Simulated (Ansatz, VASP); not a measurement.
# Cross-check of SnH2 between VASP and Ansatz

Wanted: the spread between two codes on one cell, functional and k mesh. The cell is generated by rule, not measured, and may not be a known phase. The two relaxations start from unlike cells of this crystal (the structure described is Ansatz's start), so only their ends are compared.

Main program and level: Ansatz 0.2.0; plane waves, with VASP 6.6.1 beside it; relaxation of cell and atoms at PBE.

The structure was built from a prototype and need not be the compound's stable phase.

## 1. Starting point

It takes space group P4_12_12 (No. 92, tetragonal). Conventional cell: a = 4.858 Å, b = 4.858 Å, c = 7.284 Å, α = 90.00°, β = 90.00°, γ = 90.00°. Nearest to Sn lie 4 H at 1.89 to 2.18 Å. H has 2 Sn at 1.89 to 2.18 Å nearest. Farther neighbours are not listed.

Structure file:

```xyz
12
Lattice="4.8576 0.0000 0.0000 0.0000 4.8576 0.0000 0.0000 0.0000 7.2840" Properties=species:S:1:pos:R:3 pbc="T T T"
Sn    0.0002    4.8574    0.0000
Sn    4.8574    0.0002    3.6420
Sn    2.4290    2.4290    1.8210
Sn    2.4286    2.4286    5.4630
H     1.5329    1.4892    6.8351
H     1.4892    1.5329    4.0909
H     3.3684    3.3247    0.4489
H     3.3247    3.3684    3.1931
H     3.9617    0.9396    2.2699
H     3.9180    0.8959    5.0141
H     0.9396    3.9617    1.3721
H     0.8959    3.9180    5.9119
```

## 2. VASP: relaxation of cell and atoms, PBE

The relaxed volume is the usual yardstick between codes: in a stiff, nearly cubic crystal its relative difference is about their pressure difference at one cell divided by the bulk modulus.

Lines of VASP's logs that name or quote its potential files are left out, and so is its time.

The input, INCAR:

```
SYSTEM = SnH2
PREC = Accurate
ENCUT = 500
EDIFF = 1E-07
NELM = 120
ISMEAR = 1
SIGMA = 0.2
LREAL = .FALSE.
ALGO = Normal
GGA = PE
NBANDS = 44
LORBIT = 11
LWAVE = .FALSE.
LCHARG = .FALSE.
ISIF = 3
IBRION = 2
NSW = 80
EDIFFG = -0.005
LASPH = .TRUE.
GGA_COMPAT = .FALSE.
NELMIN = 4
EFERMI = MIDGAP
KPAR = 2
```

The input, POSCAR:

```
SnH2
1.0
    4.9287508498      0.0000000000      0.0000000000
    0.0000000000      4.9287508498      0.0000000000
    0.0000000000      0.0000000000      8.2140360305
Sn H
4 8
Direct
    0.0242055289      0.9757945740      0.0000000343
    0.9757945740      0.0242055289      0.5000000343
    0.5242055289      0.5242055289      0.2500000343
    0.4757945740      0.4757945740      0.7500000343
    0.3538907289      0.2056791497      0.8928928618
    0.2056791497      0.3538907289      0.6071072068
    0.7943209532      0.6461093740      0.1071072068
    0.6461093740      0.7943209532      0.3928928618
    0.8538907289      0.2943209532      0.3571072068
    0.7056791497      0.1461093740      0.6428928618
    0.2943209532      0.8538907289      0.1428928618
    0.1461093740      0.7056791497      0.8571072068
```

The input, KPOINTS:

```
Automatic mesh
0
Gamma
8 8 6
0 0 0
```

Potentials, in the order of the species: Sn_d and H (PBE family, release 64).

The run is started by

```sh
$ mpirun -np 2 vasp_std
```

Numbers of over 12 decimals in the logs are rounded to 6 here.

Log:

```text
[banner, memory and clock lines left out]
running    2 mpi-ranks, on    1 nodes
 distrk:  each k-point on    1 cores,    2 groups
 distr:  one band on    1 cores,    1 groups

 POSCAR found type information on POSCAR SnH
 POSCAR found :  2 types and      12 ions
 LDA part: xc-table for (Slater+PW92), standard interpolation
 POSCAR, INCAR and KPOINTS ok, starting setup
 FFT: planning ... GRIDC
 FFT: planning ... GRID_SOFT
 FFT: planning ... GRID
 WAVECAR not read
 entering main loop
       N       E                     dE             d eps       ncg     rms          rms(c)
DAV:   1     0.595959298503E+03    0.59596E+03   -0.29534E+04  5564   0.182E+03
DAV:   2     0.517348049463E+02   -0.54422E+03   -0.52342E+03  5288   0.507E+02
DAV:   3    -0.354581309154E+02   -0.87193E+02   -0.84903E+02  6012   0.180E+02
DAV:   4    -0.402972803845E+02   -0.48391E+01   -0.48077E+01  6216   0.453E+01
DAV:   5    -0.404428155599E+02   -0.14554E+00   -0.14546E+00  7004   0.817E+00    0.844E+00
DAV:   6    -0.388673288104E+02    0.15755E+01   -0.94167E-01  6688   0.611E+00    0.427E+00
DAV:   7    -0.385262658487E+02    0.34106E+00   -0.18169E+00  6160   0.549E+00    0.956E-01
DAV:   8    -0.385365894443E+02   -0.10324E-01   -0.22902E-01  6008   0.334E+00    0.477E-01
DAV:   9    -0.385352179586E+02    0.13715E-02   -0.13100E-02  6764   0.875E-01    0.154E-01
DAV:  10    -0.385363798533E+02   -0.11619E-02   -0.53967E-03  7208   0.351E-01    0.121E-01
DAV:  11    -0.385364276498E+02   -0.47797E-04   -0.95425E-04  6692   0.227E-01    0.302E-02
DAV:  12    -0.385364114847E+02    0.16165E-04   -0.15563E-04  5596   0.565E-02    0.119E-02
DAV:  13    -0.385364117773E+02   -0.29260E-06   -0.14363E-05  6328   0.147E-02    0.479E-03
DAV:  14    -0.385364107088E+02    0.10685E-05   -0.21052E-06  6612   0.887E-03    0.208E-03
DAV:  15    -0.385364105849E+02    0.12391E-06   -0.28554E-07  5076   0.376E-03    0.696E-04
DAV:  16    -0.385364106736E+02   -0.88702E-07   -0.63874E-08  3024   0.163E-03
   1 F= -.38536411E+02 E0= -.38537393E+02  d E =-.385364E+02
[... from here on, the cycles between the ionic steps are left out ...]
   2 F= -.38536596E+02 E0= -.38537577E+02  d E =-.184891E-03
   3 F= -.38536754E+02 E0= -.38537733E+02  d E =-.343608E-03
   7 F= -.38537034E+02 E0= -.38538013E+02  d E =-.279400E-03
   8 F= -.38537064E+02 E0= -.38538044E+02  d E =-.304565E-04
   9 F= -.38537136E+02 E0= -.38538117E+02  d E =-.102704E-03
  10 F= -.38537197E+02 E0= -.38538180E+02  d E =-.163589E-03
  11 F= -.38537225E+02 E0= -.38538208E+02  d E =-.278614E-04
  12 F= -.38537284E+02 E0= -.38538269E+02  d E =-.868134E-04
  13 F= -.38537290E+02 E0= -.38538279E+02  d E =-.931824E-04
  14 F= -.38537306E+02 E0= -.38538293E+02  d E =-.108747E-03
  15 F= -.38537336E+02 E0= -.38538324E+02  d E =-.302131E-04
 ZBRENT: can't locate minimum, use default step
 trial-energy change:   -0.000030  1 .order   -0.000030   -0.000033   -0.000028
 step:   3.0919(harm=  4.6887)  dis= 0.00212  next Energy=   -38.537407 (dE=-0.101E-03)
 bond charge predicted
       N       E                     dE             d eps       ncg     rms          rms(c)
DAV:   1    -0.385374864103E+02   -0.15017E-03   -0.20303E-02  6264   0.779E-01    0.564E-02
DAV:   2    -0.385374249477E+02    0.61463E-04   -0.40565E-04  6572   0.190E-01    0.303E-02
DAV:   3    -0.385373944863E+02    0.30461E-04   -0.78663E-05  6704   0.891E-02    0.670E-03
DAV:   4    -0.385373970286E+02   -0.25424E-05   -0.22119E-05  5568   0.386E-02    0.282E-03
DAV:   5    -0.385373977602E+02   -0.73154E-06   -0.14498E-06  7368   0.804E-03    0.173E-03
DAV:   6    -0.385373976958E+02    0.64376E-07   -0.97649E-08  2984   0.265E-03
  16 F= -.38537398E+02 E0= -.38538387E+02  d E =-.916781E-04
 curvature:  -7.41 expect dE=-0.118E-03 dE for cont linesearch -0.130E-04
 trial: gam=-0.04595 g(F)=  0.105E-04 g(S)=  0.540E-05 ort = 0.169E-04 (trialstep = 0.124E+01)
 search vector abs. value=  0.146E-04
 reached required accuracy - stopping structural energy minimisation
```

OUTCAR, selected parts (step 2):

```text
ion  position               nearest neighbor table
   1  0.024  0.976  0.000-  12 1.87  11 1.87   7 2.17   5 2.17
   2  0.976  0.024  0.500-  10 1.87   9 1.87   8 2.17   6 2.17
   3  0.524  0.524  0.250-   7 1.87   8 1.87   9 2.17  11 2.17
   4  0.476  0.476  0.750-   5 1.87   6 1.87  10 2.17  12 2.17
   5  0.354  0.206  0.893-   4 1.87   1 2.17
   6  0.206  0.354  0.607-   4 1.87   2 2.17
   7  0.794  0.646  0.107-   3 1.87   1 2.17
   8  0.646  0.794  0.393-   3 1.87   2 2.17
   9  0.854  0.294  0.357-   2 1.87   3 2.17
  10  0.706  0.146  0.643-   2 1.87   4 2.17
  11  0.294  0.854  0.143-   1 1.87   3 2.17
  12  0.146  0.706  0.857-   1 1.87   4 2.17

  LATTYP: Found a simple tetragonal cell.
 ALAT       =     4.9287508498
 C/A-ratio  =     1.6665553364

 Subroutine GETGRP returns: Found  8 space group operations
 (whereof  2 operations were pure point group operations)

The static configuration has the point symmetry C_2 .
 The point group associated with its full space group is D_4 .

 Found     60 irreducible k-points:

   k-points           NKPTS =     60   k-points in BZ     NKDIM =     60   number of bands    NBANDS=     44

   dimension x,y,z NGX =    36 NGY =   36 NGZ =   60
   dimension x,y,z NGXF=    72 NGYF=   72 NGZF=  120

   ENCUT  =  500.0 eV  36.75 Ry    6.06 a.u.   8.99  8.99 14.98*2*pi/ulx,y,z

   NELECT =      64.0000    total number of electrons

 k-points in reciprocal lattice and weights: Automatic mesh
   0.00000000  0.00000000  0.00000000       0.003
   0.12500000  0.00000000  0.00000000       0.010
   0.25000000  0.00000000  0.00000000       0.010
   0.37500000  0.00000000  0.00000000       0.010
   0.50000000  0.00000000  0.00000000       0.005
   0.12500000  0.12500000  0.00000000       0.010
   0.25000000  0.12500000  0.00000000       0.021
   0.37500000  0.12500000  0.00000000       0.021
   0.50000000  0.12500000  0.00000000       0.010
[...]
0.50000000  0.37500000  0.50000000       0.010
   0.50000000  0.50000000  0.50000000       0.003

 average (electrostatic) potential at core
       1-103.8233       2-103.8233       3-103.8233       4-103.8233       5 -33.5685
       6 -33.5685       7 -33.5685       8 -33.5685       9 -33.5685      10 -33.5685
      11 -33.5685      12 -33.5685

 E-fermi :   2.8990

 k-point     1 :       0.0000    0.0000    0.0000
  band No.  band energies     occupation
    ...
     28      -0.6228      2.00000
     29       0.6581      2.00000
     30       1.2530      2.00000
     31       1.2530      2.00000
     32       2.5933      2.05276
     33       4.3430     -0.00000
     34       4.9928     -0.00000
     35       4.9928     -0.00000
     36       6.1648     -0.00000
     37       6.2052     -0.00000
    ...

 k-point     2 :       0.1250    0.0000    0.0000
  band No.  band energies     occupation
    ...
     28      -0.2713      2.00000
     29       0.4379      2.00000
     30       1.0635      2.00000
     31       1.4802      2.00000
     32       2.7156      2.02834
     33       4.3879     -0.00000
     34       4.9220     -0.00000
     35       5.0670     -0.00000
     36       5.5291     -0.00000
     37       6.4035     -0.00000
    ...

 k-point     3 :       0.2500    0.0000    0.0000
  band No.  band energies     occupation
    ...
     28       0.2401      2.00000
     29       0.3437      2.00000
     30       0.8549      2.00000
     31       1.6825      2.00000
     32       2.7293      2.00277
     33       4.4925     -0.00000
     34       4.6464     -0.00000
     35       4.6616     -0.00000
     36       5.1924     -0.00000
     37       6.2823     -0.00000
    ...

  Total        0.0107921      0.0107921     -0.0333110      0.0000000     -0.0000000     -0.0000000
  in kB        0.0862261      0.0862261     -0.2661451      0.0000000     -0.0000000     -0.0000000
  external PRESSURE =      -0.0312309 kB  Pullay stress =       0.0000000 kB

  energy-cutoff  :      500.00
  volume of cell :      200.53
      direct lattice vectors                 reciprocal lattice vectors
     4.918037223  0.000000000  0.000000000     0.203333150  0.000000000  0.000000000
     0.000000000  4.918037223 -0.000000000    -0.000000000  0.203333150  0.000000000
    -0.000000000 -0.000000000  8.290787146    -0.000000000  0.000000000  0.120615809

 POSITION                                       TOTAL-FORCE (eV/Angst)
 -----------------------------------------------------------------------------------
      0.12000      4.79803      0.00000         0.001719     -0.001719      0.000000
      4.79803      0.12000      4.14539        -0.001719      0.001719      0.000000
      2.57902      2.57902      2.07270         0.001719      0.001719      0.000000
      2.33901      2.33901      6.21809        -0.001719     -0.001719      0.000000
      1.74282      1.00626      7.39211         0.001196     -0.004742      0.000469
      1.00626      1.74282      5.04407        -0.004742      0.001196     -0.000469
      3.91178      3.17521      0.89868         0.004742     -0.001196     -0.000469
      3.17521      3.91178      3.24672        -0.001196      0.004742      0.000469
      4.20184      1.45276      2.97137         0.001196      0.004742     -0.000469
      3.46527      0.71620      5.31941        -0.004742     -0.001196      0.000469
      1.45276      4.20184      1.17402         0.004742      0.001196      0.000469
      0.71620      3.46527      7.11677        -0.001196     -0.004742     -0.000469
 -----------------------------------------------------------------------------------
    total drift:                               -0.000121     -0.000148     -0.000344

  FREE ENERGIE OF THE ION-ELECTRON SYSTEM (eV)
  ---------------------------------------------------
  free  energy   TOTEN  =       -38.5373976958 eV

  energy  without entropy=      -38.5403645547  energy(sigma->0) =      -38.53838665

 reached required accuracy - stopping structural energy minimisation

 total charge
# of ion       s       p       d       tot
------------------------------------------
    1        1.305   0.896   9.995  12.197
    2        1.305   0.896   9.995  12.197
    3        1.305   0.896   9.995  12.197
    4        1.305   0.896   9.995  12.197
    5        0.520   0.008   0.000   0.528
    6        0.520   0.008   0.000   0.528
    7        0.520   0.008   0.000   0.528
    8        0.520   0.008   0.000   0.528
    9        0.520   0.008   0.000   0.528
   10        0.520   0.008   0.000   0.528
   11        0.520   0.008   0.000   0.528
   12        0.520   0.008   0.000   0.528
--------------------------------------------------
tot          9.383   3.647  39.981  53.010

[... 3 further parts left out ...]
```

CONTCAR:

```
SnH2
   1.00000000000000
     4.9180372234444549    0.0000000000000000    0.0000000000000000
     0.0000000000000000    4.9180372234444549   -0.0000000000000000
    -0.0000000000000000   -0.0000000000000000    8.2907871463945106
  Sn              H
     4     8
Direct
     0.0244009646346342    0.9755991382653618    0.0000000343000011
     0.9755991382653618    0.0244009646346342    0.5000000343000011
     0.5244009646346343    0.5244009646346343    0.2500000343000011
     0.4755991382653619    0.4755991382653619    0.7500000343000011
     0.3543738435987933    0.2046051568631025    0.8916054608474683
     0.2046051568631025    0.3543738435987933    0.6083946077525338
     0.7953949460369009    0.6456262593012029    0.1083946077525336
     0.6456262593012029    0.7953949460369009    0.3916054608474686
     0.8543738435987932    0.2953949460369007    0.3583946077525335
     0.7046051568631023    0.1456262593012029    0.6416054608474683
     0.2953949460369007    0.8543738435987932    0.1416054608474685
     0.1456262593012029    0.7046051568631023    0.8583946077525338
```

Methfessel-Paxton smearing is not meant for a cell with a gap.

[end of part 1 of 2]

[Lines on the potential files, build, host, timing and source positions are cut from VASP's logs without a mark.]

[Logs are printed without paths, hosts, clocks, repeated set-up lines and the standing remarks that a program may print on its own settings, such as how far it seeks lower states.]

[Hosts, paths, dates, database ids (printed as entryN), source tags and the programs' standing remarks are cut or masked in the printed files.]
